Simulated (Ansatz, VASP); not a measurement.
# Cross-check of NaGeF3 between VASP and Ansatz

Wanted: the spread between two codes on one cell, functional and k mesh. The cell is generated by rule, not measured, and may not be a known phase. Of the first pair: The cell is taken from a series of runs on this material, whose earlier steps may have relaxed, scaled, displaced or heated it; both programs get it as it stands.

Method: plane waves, with VASP 6.6.1 beside it; relaxation of cell and atoms at PBEsol, in Ansatz 0.2.0.

### 1. The starting structure

Symmetry: Pm-3m, No. 221, cubic system. The conventional cell has a = 4.341 Å, b = 4.341 Å, c = 4.341 Å, α = 90.00°, β = 90.00°, γ = 90.00°. Na has 12 F at 3.07 Å nearest. Nearest to Ge lie 6 F at 2.17 Å. Nearest to F lie 2 Ge at 2.17 Å. Farther neighbours and most contacts between anions are not listed.

As a file:

```cif
data_structure
_symmetry_space_group_name_H-M 'P 1'
_symmetry_Int_Tables_number 1
_cell_length_a 4.3411
_cell_length_b 4.3411
_cell_length_c 4.3411
_cell_angle_alpha 90.000
_cell_angle_beta 90.000
_cell_angle_gamma 90.000
_cell_volume 81.81
loop_
_atom_site_label
_atom_site_type_symbol
_atom_site_fract_x
_atom_site_fract_y
_atom_site_fract_z
_atom_site_occupancy
Na1 Na 0.00000 0.00000 0.00000 1
Ge2 Ge 0.50000 0.50000 0.50000 1
F3 F 0.50000 0.50000 0.00000 1
F4 F 0.50000 0.00000 0.50000 1
F5 F 0.00000 0.50000 0.50000 1
```

### 2. Ansatz: relaxation of cell and atoms, PBEsol, pair 1

Ansatz runs on its PAW soft_1 files.

The relaxed volume is the usual yardstick between codes: in a stiff, nearly cubic crystal its relative difference is about their pressure difference at one cell divided by the bulk modulus.

input.yaml

```yaml
crystal:
  lattice:
    - [4.3410907473, 0.0, 0.0]
    - [0.0, 4.3410907473, 0.0]
    - [0.0, 0.0, 4.3410907473]
  atoms:
    - { symbol: Na, position: [0.0, 0.0, 0.0] }
    - { symbol: Ge, position: [0.5, 0.5, 0.5] }
    - { symbol: F, position: [0.5, 0.5, 0.0] }
    - { symbol: F, position: [0.5, 0.0, 0.5] }
    - { symbol: F, position: [0.0, 0.5, 0.5] }
kpoints:
  mp_grid: { grid: [8, 8, 8] }
hamiltonian:
  xc: pbesol
  pseudopotentials: { kind: paw, azcp: { folder: soft_1 }, xc_functional: pbe }
scf:
  occupations: { method: fixed }
output:
  forces: true
  stress: true
  eigenvalues: true
relax:
  adjacent_minimum: "off"
  f_tol: 0.001
  max_steps: 60
  cell: { stress_tol: 0.01 }
```

Run with:

```bash
ansatz run input.yaml --threads 8 --pin off --max-ram 16384MiB --backend cpu --events-out ev --progress --plain --runs-dir out
```

Numbers of over 12 decimals in the logs are rounded to 6 here.

Log:

```text
Engine: ansatz 0.2.0, aarch64-unknown-linux-gnu
Pseudopotentials: kind: paw
Pseudopotential: Na, paw, valence charge 9, recommended cutoff 420 eV (normal), soft_1/Na.paw.azcp
Pseudopotential: Ge, paw, valence charge 14, recommended cutoff 420 eV (normal), soft_1/Ge.paw.azcp
Pseudopotential: F, paw, valence charge 7, recommended cutoff 420 eV (normal), soft_1/F.paw.azcp
Functional definition: PBEsol
  exchange = pbesol_x
  correlation = pbesol_c
Crystal: 5 atoms, lattice volume = 81.808 Å³
Basis set: ecut = 420 eV, 1575 PW (Γ), exchange–correlation on 60×60×60 points (8 copies of the dense FFT grid, shifted against one another)
Bands: 27, of which v1, the nominal top of the filled ones, is band 22 counted from 1 (21 counted from 0)
Symmetry: 48 space group operations
Space group: Pm-3m (ITA 221), of the structure as read, at distance tolerance 4.3e-5 Å
k-points: 35 of 512
Non-local potential: Na, projectors of the file, l = 0: 3, l = 1: 2, l = 2: 1
Non-local potential: Ge, projectors of the file, l = 0: 2, l = 1: 2, l = 2: 3, l = 3: 1
Non-local potential: F, projectors of the file, l = 0: 2, l = 1: 2, l = 2: 1
PAW form: soft (Blöchl's): semilocal exchange-correlation on the pseudo side does not see the compensation charge
PAW frozen core: Na, regenerated for the run's functional, and the local potential with it (the file was generated under x = pbe(κ = 0.804, μ = 0.219515), c = pbe(β = 0.066725))
PAW frozen core: Ge, regenerated for the run's functional, and the local potential with it (the file was generated under x = pbe(κ = 0.804, μ = 0.219515), c = pbe(β = 0.066725))
PAW frozen core: F, regenerated for the run's functional, and the local potential with it (the file was generated under x = pbe(κ = 0.804, μ = 0.219515), c = pbe(β = 0.066725))
PAW one-centre angular grid: Na, 110 points (default); XC on 64 Gauss nodes
PAW one-centre angular grid: Ge, 590 points (default); XC on 64 Gauss nodes
PAW one-centre angular grid: F, 110 points (default); XC on 64 Gauss nodes
Initial density: superposition of atomic densities (chi_scale 0.1, normalization cell, long waves kept (reshape's long-wave potential 0.03 eV rms))
Initial wavefunctions: pseudopotential atomic-orbital guess
Functional: x = pbesol(κ = 0.804, μ = 0.123457), c = pbesol(β = 0.046)
SCF iter   1: F=—  HF=-8137.933003 eV  |F-HF|=—  |Δ(HF+E_count)|=         —  Δρ=1.54e-1  dr2=1.50e1  ethr=3.10e-3  ⟨swp⟩=4.3  Hψ=3337  notcnv=0  defer=85
preconditioner: auto → Resta (q_TF=auto, 2.460 Å⁻¹)  ε∞=5.7  [insulator: Δε(μ)=0.000 eV  Ē_g=8.447 eV  n_scr=18 (ndim 8)  ℏωp=18.4 eV  f_vac=0.067  ε∞_Penn≈5.7]
SCF iter   2: F=—  HF=-8133.696562 eV  |F-HF|=—  |Δ(HF+E_count)|=    4.24e0  Δρ=5.63e-2  dr2=1.78e0  ethr=3.10e-3  ⟨swp⟩=3.0  Hψ=2224  notcnv=0  defer=93
SCF iter   3: F=—  HF=-8133.202810 eV  |F-HF|=—  |Δ(HF+E_count)|=   4.94e-1  Δρ=2.31e-2  dr2=5.41e-1  ethr=3.10e-3  ⟨swp⟩=2.8  Hψ=1959  notcnv=0  defer=64
SCF iter   4: F=—  HF=-8133.022220 eV  |F-HF|=—  |Δ(HF+E_count)|=   1.81e-1  Δρ=7.77e-3  dr2=7.80e-2  ethr=1.23e-3  ⟨swp⟩=3.1  Hψ=1623  notcnv=0  defer=95
SCF iter   5: F=—  HF=-8132.999111 eV  |F-HF|=—  |Δ(HF+E_count)|=   2.31e-2  Δρ=2.27e-3  dr2=4.86e-3  ethr=1.77e-4  ⟨swp⟩=2.8  Hψ=1772  notcnv=0  defer=99
SCF iter   6: F=—  HF=-8132.999888 eV  |F-HF|=—  |Δ(HF+E_count)|=   7.77e-4  Δρ=8.18e-4  dr2=4.78e-4  ethr=1.11e-5  ⟨swp⟩=2.9  Hψ=1716  notcnv=0  defer=100
SCF iter   7: F=—  HF=-8132.999992 eV  |F-HF|=—  |Δ(HF+E_count)|=   1.04e-4  Δρ=2.40e-4  dr2=4.67e-5  ethr=1.09e-6  ⟨swp⟩=2.1  Hψ=1681  notcnv=0  defer=100
SCF iter   8: F=—  HF=-8132.999961 eV  |F-HF|=—  |Δ(HF+E_count)|=   3.16e-5  Δρ=7.76e-5  dr2=4.46e-6  ethr=1.06e-7  ⟨swp⟩=2.0  Hψ=1734  notcnv=0  defer=82
SCF iter   9: F=—  HF=-8132.999968 eV  |F-HF|=—  |Δ(HF+E_count)|=   7.45e-6  Δρ=1.83e-5  dr2=3.15e-7  ethr=1.01e-8  ⟨swp⟩=3.0  Hψ=1874  notcnv=0  defer=100
SCF iter  10: F=-8132.999969 eV  HF=-8132.999969 eV  |F-HF|=1.03e-8  |Δ(HF+E_count)|=   7.43e-7  Δρ=2.80e-6  dr2=8.52e-9  ethr=2.27e-10  ⟨swp⟩=11.8  Hψ=4495  notcnv=0
SCF 1 converged in 10 iterations: F = -8132.999969 eV  dr2 = 8.52e-9
  greatest PAW one-centre occupation: 0.999 electrons in one spin orbital (limit 2), on the Na atom at site 0 (counted from 0), in its partial waves of l = 0
relax step   1: F+E_penalty+E_count = -8132.99996882 eV  Δ(F+E_penalty+E_count) = +0.000e0 eV  max|allowed force component| = 2.066e-29 eV/Å  Δτ_max = 0.0000 Å  P = -0.021 GPa  Ω = 81.808 Å³  (10 SCF iters, dr2 threshold 1.00e-7 eV, accepted)
[...]
relax step   2: F+E_penalty+E_count = -8133.00000839 eV  Δ(F+E_penalty+E_count) = -3.956e-5 eV  max|allowed force component| = 1.240e-29 eV/Å  Δτ_max = 0.0000 Å  P = -0.006 GPa  Ω = 81.787 Å³  energy of the carried Pulay correction = +3.778e-5 eV  (5 SCF iters, dr2 threshold 1.12e-9 eV, accepted)
[...]
relax step   3: F+E_penalty+E_count = -8133.00000839 eV  Δ(F+E_penalty+E_count) = -2.210e-10 eV  max|allowed force component| = 8.198e-30 eV/Å  Δτ_max = 0.0000 Å  P = -0.006 GPa  Ω = 81.787 Å³  stress off target by 6.41e-3 GPa  SCF on the basis re-selected at this cell (its energy is not comparable with the rows above)  (6 SCF iters)
basis re-selected at this cell: Δ(F+E_penalty+E_count) = -2.210e-10 eV, ΔP = -0.001 GPa vs the last step (what re-selecting the basis moved, of the pressure what is left beyond the Pulay correction that the steps carried, after the strain that the cell walked since its last selection, with what the two solves' SCF thresholds leave and, on support functions, any second-order correction that the steps lacked; it is no  [...]
SCF converged after 6 iterations
Free energy (F): -8133.000008 eV
Harris-Foulkes:  -8133.000008 eV  (|F-HF|=3.64e-12)
Internal energy: -8133.000008 eV  (E = F + TS)
E sigma→0 (E₀):  -8133.000008 eV
Fermi energy:    5.382869 eV
--- Per-component energies (eV) ---
  E_band       = -550.771764
  E_kinetic    = 794.296267
  E_local      = -5761.077173  (includes V_loc(G=0)·N_el)
  E_nonlocal   = 751.831118
  E_hartree    = 2329.116502
  E_xc         = -336.158463
  E_vxc        = -406.721048  (∫ρ·V_xc dr)
  E_paw        = -2838.648810  (= ΣΔE_a)
  E_vpaw       = -587.336074  (= ΣTr[D̂ρ^β])
  E_aug_tail   = 0.002179  (compensation charges beyond the density's cutoff)
  E_ewald      = -3073.461587
  E_core_change = 1.099960  (= ΣΔE_core)
  E_smearing   = -0.000000  (= −TS)
  E_closure    = -0.000000  (closes the sum)
  Σ components = -8133.000008   (vs F -8133.000008, Δ=0.00e0)
--- Forces (eV/Å), atoms counted from 1 ---
  atom   1  Na    -0.00000000    -0.00000000    -0.00000000
  atom   2  Ge    -0.00000000    -0.00000000     0.00000000
  atom   3  F     -0.00000000     0.00000000     0.00000000
  atom   4  F     -0.00000000    -0.00000000     0.00000000
  atom   5  F     -0.00000000     0.00000000    -0.00000000
  max |Σ_I F_I| component: 1.69e-29 eV/Å
--- Stress (GPa, compression-positive) ---
       -0.006409       0.000000      -0.000000
        0.000000      -0.006409       0.000000
       -0.000000       0.000000      -0.006409
  P = ⅓ Tr σ = -0.0064 GPa (-0.064 kbar)
--- Band table (eV; the first three rows and the last of 35) ---
  k-point 0: bands = [... 18 lower, -0.1875, -0.1802, -0.1802, -0.1802, 6.6862, 10.8570, 10.8570, 10.8570, ... 1 higher]
  k-point 1: bands = [... 18 lower, -0.1970, -0.1830, -0.1830, 0.1621, 6.8204, 10.3877, 10.8294, 10.8294, ... 1 higher]
  k-point 2: bands = [... 18 lower, -0.2360, -0.1813, -0.1813, 1.0540, 7.1190, 9.6135, 10.7606, 10.7606, ... 1 higher]
  k-point 34: bands = [... 18 lower, 0.2441, 0.2441, 0.2441, 5.3829, 7.1702, 7.1702, 7.1702, 9.2883, ... 1 higher]
--- Relaxed structure (2 steps of the walk, 2 accepted, 1 SCFs on fresh bases) ---
  F+E_penalty+E_count = -8133.00000839 eV   max|allowed force component| = 8.198e-30 eV/Å   (the final SCF, on the basis selected at the relaxed cell)
  cell:  # Å, volume = 81.7868 Å³
    - [4.340714, 0, 0]
    - [0, 4.340714, 0.0]
    - [0, 0.0, 4.340714]
  atoms:
    - { symbol: Na, position: [0, 0, 0] }
    - { symbol: Ge, position: [0.5, 0.5, 0.5] }
    - { symbol: F, position: [0.5, 0.5, 0] }
    - { symbol: F, position: [0.5, 0, 0.5] }
    - { symbol: F, position: [0, 0.5, 0.5] }
```

### 3. VASP: relaxation of cell and atoms, PBEsol, pair 1

The same cell, functional and mesh now go to VASP, with its own data sets.

Lines of VASP's logs that name or quote its potential files are left out, and so is its time.

INCAR

```
SYSTEM = NaGeF3
PREC = Accurate
ENCUT = 600
EDIFF = 1E-07
NELM = 120
ISMEAR = 0
SIGMA = 0.01
LREAL = .FALSE.
ALGO = Normal
GGA = PS
NBANDS = 27
LORBIT = 11
LWAVE = .FALSE.
LCHARG = .FALSE.
ISIF = 3
IBRION = 2
NSW = 80
EDIFFG = -0.005
LASPH = .TRUE.
GGA_COMPAT = .FALSE.
NELMIN = 4
EFERMI = MIDGAP
KPAR = 2
```

POSCAR

```
NaGeF3
1.0
    4.3410910000      0.0000000000      0.0000000000
    0.0000000000      4.3410910000      0.0000000000
    0.0000000000      0.0000000000      4.3410910000
Na Ge F
1 1 3
Direct
    0.0000000000      0.0000000000      0.0000000000
    0.4999998848      0.4999998848      0.4999998848
    0.4999998848      0.4999998848      0.0000000000
    0.4999998848      0.0000000000      0.4999998848
    0.0000000000      0.4999998848      0.4999998848
```

KPOINTS

```
Automatic mesh
0
Gamma
8 8 8
0 0 0
```

The projector-augmented-wave data sets are Na_pv, Ge_d and F (PBE family, release 64).

Run with:

```bash
mpirun -np 2 vasp_std
```

Log:

```text
[banner, memory and clock lines left out]
running    2 mpi-ranks, on    1 nodes
 distrk:  each k-point on    1 cores,    2 groups
 distr:  one band on    1 cores,    1 groups

 POSCAR found type information on POSCAR NaGeF
 POSCAR found :  3 types and       5 ions
|                                                                             |
|               ----> ADVICE to this user running VASP <----                  |
|                                                                             |
|     You enforced a specific xc type in the INCAR file but a different       |
|     [... a line on the potential file left out ...]
|     I HOPE YOU KNOW WHAT YOU ARE DOING!                                     |
|                                                                             |

 LDA part: xc-table for (Slater+PW92), standard interpolation
 POSCAR, INCAR and KPOINTS ok, starting setup
 FFT: planning ... GRIDC
 FFT: planning ... GRID_SOFT
 FFT: planning ... GRID
 WAVECAR not read
 entering main loop
       N       E                     dE             d eps       ncg     rms          rms(c)
DAV:   1     0.519980256381E+03    0.51998E+03   -0.23795E+04  2267   0.310E+03
DAV:   2     0.561158104973E+02   -0.46386E+03   -0.44490E+03  2141   0.837E+02
DAV:   3    -0.207466977200E+02   -0.76863E+02   -0.75866E+02  2095   0.215E+02
DAV:   4    -0.248140244167E+02   -0.40673E+01   -0.40550E+01  2318   0.565E+01
DAV:   5    -0.248994665562E+02   -0.85442E-01   -0.85407E-01  2106   0.820E+00    0.804E+00
DAV:   6    -0.229900958721E+02    0.19094E+01   -0.72188E+00  2486   0.296E+01    0.313E+00
DAV:   7    -0.229484016157E+02    0.41694E-01   -0.35928E-01  2179   0.510E+00    0.166E+00
DAV:   8    -0.229212515008E+02    0.27150E-01   -0.84461E-02  2582   0.488E+00    0.359E-01
DAV:   9    -0.229203577776E+02    0.89372E-03   -0.14014E-02  2564   0.151E+00    0.138E-01
DAV:  10    -0.229205532050E+02   -0.19543E-03   -0.17884E-03  2274   0.911E-01    0.260E-02
DAV:  11    -0.229205598723E+02   -0.66673E-05   -0.26035E-04  2775   0.250E-01    0.140E-02
DAV:  12    -0.229205671141E+02   -0.72418E-05   -0.41817E-05  2411   0.642E-02    0.361E-03
DAV:  13    -0.229205673448E+02   -0.23071E-06   -0.36779E-06  2309   0.318E-02    0.176E-03
DAV:  14    -0.229205672732E+02    0.71585E-07   -0.31295E-07  1994   0.820E-03
   1 F= -.22920567E+02 E0= -.22920567E+02  d E =-.229206E+02
 curvature:   0.00 expect dE= 0.000E+00 dE for cont linesearch  0.000E+00
 trial: gam= 0.00000 g(F)=  0.000E+00 g(S)=  0.299E-03 ort = 0.000E+00 (trialstep = 0.100E+01)
 search vector abs. value=  0.299E-03
 bond charge predicted
       N       E                     dE             d eps       ncg     rms          rms(c)
DAV:   1    -0.229247565600E+02   -0.41892E-02   -0.67583E-02  2490   0.374E+00    0.480E-01
DAV:   2    -0.229212502415E+02    0.35063E-02   -0.12835E-02  1947   0.992E-01    0.132E-01
DAV:   3    -0.229209023603E+02    0.34788E-03   -0.49596E-04  2104   0.608E-01    0.727E-02
DAV:   4    -0.229207599374E+02    0.14242E-03   -0.24186E-04  2160   0.421E-01    0.136E-02
DAV:   5    -0.229207586830E+02    0.12544E-05   -0.45358E-05  2560   0.912E-02    0.748E-03
DAV:   6    -0.229207569695E+02    0.17136E-05   -0.60574E-06  2583   0.597E-02    0.195E-03
DAV:   7    -0.229207572839E+02   -0.31439E-06   -0.11146E-06  1933   0.721E-03    0.770E-04
DAV:   8    -0.229207574207E+02   -0.13681E-06   -0.26316E-08   978   0.304E-03    0.851E-05
DAV:   9    -0.229207574285E+02   -0.78435E-08   -0.89293E-09   945   0.119E-03
   2 F= -.22920757E+02 E0= -.22920757E+02  d E =-.190155E-03
 trial-energy change:   -0.000190  1 .order   -0.000183   -0.000299   -0.000067
 step:   1.2328(harm=  1.2881)  dis= 0.00000  next Energy=   -22.920765 (dE=-0.198E-03)
 reached required accuracy - stopping structural energy minimisation
```

From OUTCAR (step 3):

```text
ion  position               nearest neighbor table
   1  0.000  0.000  0.000-
   2  0.500  0.500  0.500-   3 2.17   4 2.17   5 2.17   5 2.17   4 2.17   3 2.17
   3  0.500  0.500  0.000-   2 2.17   2 2.17
   4  0.500  0.000  0.500-   2 2.17   2 2.17
   5  0.000  0.500  0.500-   2 2.17   2 2.17

  LATTYP: Found a simple cubic cell.
 ALAT       =     4.3410910000

 Subroutine GETGRP returns: Found 48 space group operations
 (whereof 48 operations were pure point group operations)

The static configuration has the point symmetry O_h .

 Found     35 irreducible k-points:

   k-points           NKPTS =     35   k-points in BZ     NKDIM =     35   number of bands    NBANDS=     27

   dimension x,y,z NGX =    36 NGY =   36 NGZ =   36
   dimension x,y,z NGXF=    72 NGYF=   72 NGZF=   72

   ENCUT  =  600.0 eV  44.10 Ry    6.64 a.u.   8.67  8.67  8.67*2*pi/ulx,y,z

   NELECT =      42.0000    total number of electrons

 k-points in reciprocal lattice and weights: Automatic mesh
   0.00000000  0.00000000  0.00000000       0.002
   0.12500000  0.00000000  0.00000000       0.012
   0.25000000  0.00000000  0.00000000       0.012
   0.37500000  0.00000000  0.00000000       0.012
   0.50000000  0.00000000  0.00000000       0.006
   0.12500000  0.12500000  0.00000000       0.023
   0.25000000  0.12500000  0.00000000       0.047
   0.37500000  0.12500000  0.00000000       0.047
   0.50000000  0.12500000  0.00000000       0.023
[...]
0.50000000  0.50000000  0.37500000       0.012
   0.50000000  0.50000000  0.50000000       0.002

 average (electrostatic) potential at core
       1 -48.5576       2 -77.0605       3 -77.8831       4 -77.8831       5 -77.8831

 E-fermi :   3.5433

 k-point     1 :       0.0000    0.0000    0.0000
  band No.  band energies     occupation
    ...
     17      -2.6936      2.00000
     18      -2.6936      2.00000
     19      -2.6862      2.00000
     20      -2.6862      2.00000
     21      -2.6862      2.00000
     22       4.1827      0.00000
     23       8.3730      0.00000
     24       8.3730      0.00000
     25       8.3730      0.00000
     26      10.1060      0.00000
    ...

 k-point     2 :       0.1250    0.0000    0.0000
  band No.  band energies     occupation
    ...
     17      -2.7211      2.00000
     18      -2.7026      2.00000
     19      -2.6890      2.00000
     20      -2.6890      2.00000
     21      -2.3397      2.00000
     22       4.3177      0.00000
     23       7.9000      0.00000
     24       8.3454      0.00000
     25       8.3454      0.00000
     26      10.2135      0.00000
    ...

 k-point     3 :       0.2500    0.0000    0.0000
  band No.  band energies     occupation
    ...
     17      -2.7993      2.00000
     18      -2.7418      2.00000
     19      -2.6872      2.00000
     20      -2.6872      2.00000
     21      -1.4432      2.00000
     22       4.6185      0.00000
     23       7.1208      0.00000
     24       8.2765      0.00000
     25       8.2765      0.00000
     26       9.7429      0.00000
    ...

  Total       -0.0227169     -0.0227169     -0.0227169     -0.0000000     -0.0000000      0.0000000
  in kB       -0.4462113     -0.4462113     -0.4462113     -0.0000000     -0.0000000      0.0000000
  external PRESSURE =      -0.4462113 kB  Pullay stress =       0.0000000 kB

  energy-cutoff  :      600.00
  volume of cell :       81.57
      direct lattice vectors                 reciprocal lattice vectors
     4.336836698 -0.000000000  0.000000000     0.230582812  0.000000000  0.000000000
    -0.000000000  4.336836698  0.000000000     0.000000000  0.230582812  0.000000000
    -0.000000000 -0.000000000  4.336836698    -0.000000000 -0.000000000  0.230582812

 POSITION                                       TOTAL-FORCE (eV/Angst)
 -----------------------------------------------------------------------------------
      0.00000      0.00000      0.00000         0.000000      0.000000      0.000000
      2.16842      2.16842      2.16842        -0.000000     -0.000000      0.000000
      2.16842      2.16842      0.00000         0.000000      0.000000      0.000000
      2.16842     -0.00000      2.16842        -0.000000     -0.000000      0.000000
     -0.00000      2.16842      2.16842        -0.000000     -0.000000      0.000000
 -----------------------------------------------------------------------------------
    total drift:                                0.002356      0.002356      0.002356

  FREE ENERGIE OF THE ION-ELECTRON SYSTEM (eV)
  ---------------------------------------------------
  free  energy   TOTEN  =       -22.9207574285 eV

  energy  without entropy=      -22.9207574285  energy(sigma->0) =      -22.92075743

 reached required accuracy - stopping structural energy minimisation

 total charge
# of ion       s       p       d       tot
------------------------------------------
    1        0.012   5.956   0.000   5.968
    2        1.440   0.515  10.082  12.038
    3        1.741   4.305   0.000   6.047
    4        1.741   4.305   0.000   6.047
    5        1.741   4.305   0.000   6.047
--------------------------------------------------
tot          6.676  19.387  10.082  36.146

[... 3 further parts left out ...]
```

CONTCAR:

```
NaGeF3
   1.00000000000000
     4.3368366980399813   -0.0000000000000000    0.0000000000000000
    -0.0000000000000000    4.3368366980399813    0.0000000000000000
    -0.0000000000000000   -0.0000000000000000    4.3368366980399813
  Na              Ge              F
     1     1     3
Direct
     0.0000000000000000    0.0000000000000000    0.0000000000000000
     0.4999998847999976    0.4999998847999976    0.4999998847999976
     0.4999998847999976    0.4999998847999976    0.0000000000000000
     0.4999998847999976    0.0000000000000000    0.4999998847999976
     0.0000000000000000    0.4999998847999976    0.4999998847999976
```

(Continued in part 2 of 2.)

[Lines on the potential files, build, host, timing and source positions are cut from VASP's logs without a mark.]

[Logs are printed without paths, hosts, clocks, repeated set-up lines and the standing remarks that a program may print on its own settings, such as how far it seeks lower states.]

[Hosts, paths, dates, database ids (printed as entryN), source tags and the programs' standing remarks are cut or masked in the printed files.]
